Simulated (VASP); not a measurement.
Runs of VASP 6.6.1 on OsI. It takes space group Cmmm (No. 65, orthorhombic). The conventional cell has a = 3.906 Å, b = 5.582 Å, c = 5.470 Å, α = 90.00°, β = 90.00°, γ = 90.00°. Around Os (site symmetry mmm) lie 4 I at 3.36 Å and 4 Os at 3.41 Å. Around I (site symmetry mmm) lie 4 Os at 3.36 Å and 4 I at 3.41 Å. The cell was built by a generator and needn't be a form met in nature.

```tsv
task	level	cell	cutoff (eV)	smearing	gap on the mesh (eV)	pressure (GPa)	relaxed volume (Å³/atom)
relaxation of cell and atoms	r2SCAN	relaxed	600	gaussian 0.05 eV	none	0.0	20.28
relaxation of cell and atoms	PBE	relaxed	600	gaussian 0.05 eV	none	0.0	(a)
relaxation of cell and atoms	PBEsol	relaxed	600	gaussian 0.05 eV	none	0.0	19.31
single point	PBE	as given	520	fermi-dirac 0.05 eV	none	-16.0	-
```

Alike in all rows: potentials or basis VASP PAW PBE potentials, release 64 (Os, I); no spin polarisation; k mesh 8 × 8 × 5.

**Question.** Estimate the missing entries.

**Answer.** (a) 20.35.

Caveats: an odd number of electrons without spin polarisation forces a metal; a magnetic or distorted state may lie lower; the volume moved by over 15 % at a fixed basis, so the end points are rough (some runs); the PAW data sets were made with another functional, which shifts forces and pressure a little (some runs); so large a pressure means that the cell lies far from this level's equilibrium, or that cutoff or potentials fall short (some runs).

A k mesh can miss the band edges, and the runs leave out spin-orbit coupling on I, Os.

A gap of «none» marks a metal or a gap under the smearing width.

Not every run made on this cell is shown here.
